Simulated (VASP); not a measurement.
```
C
1.0
    0.00000     1.74028     1.77983
    1.74088     0.00000     1.77983
    1.74088     1.74028     0.00000
C
2
Cartesian
  0.00000   0.00000   0.00000
  0.93298   0.87014   0.88991
```
Cell charge +0.02.

Computed with PBE GGA, VASP's PBE PAW potentials (set 64) (plane waves; VASP). Numerical set-up: NELECT = 7.98, 520 eV cut-off, 12×12×12 Γ-centred mesh, Gaussian smearing of 0.050 eV, potentials C.

The cell is charged, with a uniform compensating background.

Task: Give the force on each atom (eV/Å).

Result: 
| atom | Fx | Fy | Fz |
|---|---|---|---|
| C1 | 2.339 | 0.000 | 0.000 |
| C2 | -2.339 | 0.000 | 0.000 |

Task: Give the stress tensor in GPa (positive for a compressed cell).

Result: 
```
31.16   0.00   0.00
 0.00  31.31  -5.88
 0.00  -5.88   9.86
```
The pressure is its mean diagonal, 24.11 GPa.

The compound is C in the diamond structure. The cell was not relaxed at this level, atoms are displaced from their ideal sites. The run is one of a series of settings (NELECT = 7.98 against the base run), some of them coarse on purpose.
